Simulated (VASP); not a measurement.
# Normal strain, in-plane stress and strain energy of Si (Fd-3m) under biaxial (111) strain of up to 2 % in LDA

The calculation gives the normal strain, in-plane stress and strain energy of silicon stretched or compressed equally along all directions of the (111) plane. Strains and energies are measured against the crystal relaxed with LDA, and tension counts as positive. The problem is to find how the three quantities depend on the imposed strain, which elastic moduli follow from them, and at what strain the linear law begins to fail. The answer matters for films grown on (111) substrates, where the lattice mismatch fixes the in-plane strain while the free surface lets the film relax along the normal. The modulus then sets the stress and the stored energy that can bend a wafer or drive the formation of dislocations.

## Method

The start is a typed prototype cell. The crystal was relaxed with LDA. Equal strain is imposed in the (111) plane; the strain along the normal starts from a guess proportional to the in-plane strain and is adjusted only where this guess leaves too large a normal stress, so that the normal stress is close to zero in all rows, and the atoms are relaxed with LDA. VASP 6.6.1, plane waves with PAW, cutoff 450 eV, no spin polarisation, no spin-orbit coupling, k mesh 10×10×10, static lattice.

Notes on method and selection:

- Runs that did not converge, have known faults or may not be shown are not listed, and runs on Ansatz's PAW sets soft_1 and soft_2 are kept to separate tables.

Columns:

- strain (%): strain in the plane (tension positive).
- gap (eV): band gap on the k mesh at LDA.
- normal strain (%): strain along the normal.
- stress (GPa): in-plane stress, tension positive.
- strain energy (meV/atom): energy per atom above the relaxed crystal.

Input lines of one member:

```
PREC = Accurate
ENCUT = 450
EDIFF = 1E-07
NELM = 120
ISMEAR = 0
SIGMA = 0.02
LREAL = .FALSE.
ALGO = Normal
GGA = CA
NBANDS = 10
LORBIT = 11
KPAR = 2
IBRION = 1
NSW = 25
ISIF = 2
```

Command (options for logging and memory left out): `mpirun -np 2 vasp_std`

## Results

| member | strain (%) | gap (eV) | normal strain (%) | stress (GPa) | strain energy (meV/atom) |
| --- | --- | --- | --- | --- | --- |
| −2 % | −2.0 | 0.251 | 0.975 | −4.73 | 11.39 |
| −1.5 % | −1.5 | 0.320 | 0.723 | −3.50 | 6.37 |
| −1 % | −1.0 | 0.370 | 0.474 | −2.30 | 2.82 |
| −0.5 % | −0.5 | 0.415 | 0.235 | −1.14 | 0.71 |
| 0 % | 0.0 | 0.453 | 0.000 | 0.00 | 0.00 |
| +0.5 % | 0.5 | 0.420 | −0.225 | 1.10 | 0.66 |
| +1 % | 1.0 | 0.387 | ? | ? | ? |
| +1.5 % | 1.5 | 0.353 | −0.675 | 3.18 | 5.96 |
| +2 % | 2.0 | 0.321 | −0.880 | 4.17 | 10.52 |

Cells marked ? are withheld until the estimate has been made.

Least-squares fits to the members shown, with x = strain (%); R² and errors in the fitted variable (y, or ln y where the fit is in ln y):

| y | members | fit | R² | rms residual | leave-one-out rms | the same for the mean of the others |
| --- | --- | --- | --- | --- | --- | --- |
| normal strain (%) | 8 | y = 0.02042 − 0.4636 x | 1.00 | 0.018 | 0.027 | 0.70 |
| stress (GPa) | 8 | y = −0.1247 + 2.223 x | 1.00 | 0.11 | 0.16 | 3.3 |

## The trend and its physics

In-plane tension thins the crystal along the normal and compression thickens it. To first order the normal strain and the stress are proportional to the in-plane strain, and the energy to its square.

The slopes are best taken from the rows at −2 % and +2 %, because the leading curvature cancels between them. The normal strain changes by −(0.975 + 0.880) / 4.0 = −0.464 per unit of in-plane strain. The stress changes by (4.17 + 4.73) / 4.0 = 2.225 GPa per %, a biaxial modulus of Y = 2.225 × 100 = 222.5 GPa.

With zero normal stress and r = 0.464, cubic elasticity gives two moduli. The volume change yields the bulk modulus, B = 2Y / [3(2 − r)] = 2 × 222.5 / (3 × (2 − 0.464)) = 96.6 GPa. The change of shape yields the shear modulus, C₄₄ = Y / [2(1 + r)] = 222.5 / (2 × (1 + 0.464)) = 76.0 GPa. This C₄₄ includes the shift of the two atoms against each other along the normal, which softens the crystal. C₁₁ and C₁₂ do not follow separately, since this strain involves them only as C₁₁ + 2C₁₂ = 3B.

Departures from linearity have the sign expected of anharmonic bonds, which stiffen when shortened and soften when stretched. Stress divided by strain is 1.14 / 0.5 = 2.28 GPa per % at −0.5 % and 1.10 / 0.5 = 2.20 at +0.5 %, within about 2 % of their mean. At −2 % and +2 % it is 4.73 / 2.0 = 2.365 and 4.17 / 2.0 = 2.085, about 6 % either side of the mean. The energies at these two strains, 11.39 and 10.52 meV/atom, lie only 4 % from their mean. That is consistent with a cubic energy term, whose relative weight in the energy is two thirds of that in the stress. Linear elasticity therefore serves to a few per cent up to about 1 % strain, and beyond that the sign of the strain matters.

## Estimating the withheld member

Plain estimates from the members shown:

- +1 %, fit at x = 1.0: −0.443 %
- +1 %, straight-line interpolation between +0.5 % and +1.5 %: w = (1.0 − 0.5) / (1.5 − 0.5) = 0.500, so −0.225 + 0.500 × (−0.675 − (−0.225)) = −0.450 %

The straight-line interpolation deserves more trust than the fit over all members. The fit has an intercept of 0.020 %, although the normal strain is zero by definition in the unstrained crystal; the intercept comes from forcing a line through slightly curved data.

There is also a reason in the procedure. The first guess for the normal strain is proportional to the in-plane strain and is kept wherever it leaves a small enough normal stress. The row at +0.5 % gives the factor −0.225 / 0.5 = −0.450. Tried on +1.5 %, it gives −0.450 × 1.5 = −0.675 %, the tabulated value. Both rows therefore appear to hold the guess. If it sufficed at +1.5 %, it should also suffice at +1 %, where the normal stress it leaves is expected to be smaller. For +1 % it gives −0.450 × 1.0 = −0.450 %.

The adjusted rows show that this guess is also physically reasonable. Their ratio of normal to in-plane strain is −0.235 / 0.5 = −0.470 at −0.5 % and −0.880 / 2.0 = −0.440 at +2 %. The weight for +1 % is (1.0 + 0.5) / (2.0 + 0.5) = 0.600, and the interpolated ratio is −0.470 + 0.600 × 0.030 = −0.452, so a fully relaxed normal strain would lie near −0.452 %. No shift is applied for this, because the row should hold the guess.

The error bar covers the rounding of the row at +0.5 %, at most 0.0005 / 0.5 × 1.0 = 0.001 %. It describes the tabulated entry; as a value for exactly zero normal stress, −0.450 % is uncertain by a few thousandths of a per cent.

**Committed estimate, +1 %: normal strain = −0.450 ± 0.001 %.**

## The withheld result

| member | strain (%) | gap (eV) | normal strain (%) | stress (GPa) | strain energy (meV/atom) |
| --- | --- | --- | --- | --- | --- |
| +1 % | 1.0 | 0.387 | −0.450 | 2.16 | 2.66 |

| member | estimate | normal strain (%) | computed | estimate − computed | miss in error bars |
| --- | --- | --- | --- | --- | --- |
| +1 % | committed | −0.450 | −0.450 | 0.000 | 0.0 |
| +1 % | fit | −0.443 | −0.450 | +0.007 |  |
| +1 % | interpolation | −0.450 | −0.450 | 0.000 |  |

The estimate of −0.450 % equals the tabulated value and lies inside its error bar. The interpolation did equally well, and the fit over all members missed by 0.007 %. The agreement confirms only how the row was set up: its normal strain is the first guess, kept because the normal stress was already small.

The stress is a real test of the elastic law. The linear modulus gives 2.225 × 1.0 = 2.225 GPa at +1 %, and the calculation gives 2.16 GPa, 3 % less. This is the softening under tension expected of anharmonic bonds.

The explanation given above for the energies was incomplete. A cubic term alone would make their relative asymmetry grow in proportion to the strain. Instead, the difference between the energies under compression and tension, divided by their sum, is (0.71 − 0.66) / (0.71 + 0.66) = 0.036 at 0.5 % strain, (2.82 − 2.66) / (2.82 + 2.66) = 0.029 at 1 % and (11.39 − 10.52) / (11.39 + 10.52) = 0.040 at 2 %. Part of the asymmetry is therefore linear in strain, which means that the energy minimum lies at a slightly larger cell than the one relaxed to zero stress. The likely cause is the finite plane-wave cutoff (Pulay stress), which has this sign.

## Where the trend breaks

Least-squares fits to the whole series, with x = strain (%); R² and errors in the fitted variable (y, or ln y where the fit is in ln y):

| y | members | fit | R² | rms residual | leave-one-out rms | the same for the mean of the others |
| --- | --- | --- | --- | --- | --- | --- |
| normal strain (%) | 9 | y = 0.01967 − 0.4641 x | 1.00 | 0.017 | 0.024 | 0.67 |
| stress (GPa) | 9 | y = −0.1178 + 2.227 x | 1.00 | 0.10 | 0.15 | 3.2 |

Largest departures from the fit to the whole series:

| member | normal strain (%) | fit | computed − fit | in rms residuals |
| --- | --- | --- | --- | --- |
| +2 % | −0.880 | −0.909 | +0.029 | 1.7 |
| −2 % | 0.975 | 0.948 | +0.027 | 1.6 |
| 0 % | 0.000 | 0.020 | −0.020 | 1.2 |
| −0.5 % | 0.235 | 0.252 | −0.017 | 1.0 |

No single member stands out; the departures form the pattern of a curve fitted by a straight line. The rows at +2 % and −2 % lie above the line by 0.029 % and 0.027 %, while those at 0 % and −0.5 % lie below it by 0.020 % and 0.017 %. The departure at 0 % is simply the intercept of the fit, since the normal strain there is zero by definition.

The curvature itself is real, because the normal strain was adjusted in both end rows. Its contribution at 2 % strain is (0.975 − 0.880) / 2 = 0.048 %. Some of this is geometry: if the logarithmic strains kept a constant ratio r = 0.464, the ordinary normal strain would still curve upwards by r(1 + r)/2 times the square of the in-plane strain, or 0.464 × (1 + 0.464) / 2 × 0.02² = 0.00014, which is 0.014 %. The larger remainder has to come from the nonlinear elastic response of the crystal.

## What to take away

Between −2 % and +2 %, the stress in GPa follows 2.225 x − 0.070 x², with x the in-plane strain in %. The two coefficients come from the end rows alone, the second as (4.73 − 4.17) / (2 × 2.0²) = 0.070, and the formula reproduces the other six strained rows to about 0.01 GPa, against an rms residual of 0.10 GPa for the straight-line fit. A further strain inside this range can be estimated equally well.

For a film 100 nm thick at +1 %, the force per unit width is stress times thickness, 2.16 × 100 = 216 N/m (GPa times nm gives N/m), the quantity that bends a wafer.

Of the omitted physics, dislocations matter most: in a film above its critical thickness they can remove most of the stress. Thermal softening of the moduli, also left out by the static lattice, is a much smaller correction at room temperature.

[Logs are printed without paths, hosts, clocks, repeated set-up lines and the standing remarks that a program may print on its own settings, such as how far it seeks lower states.]
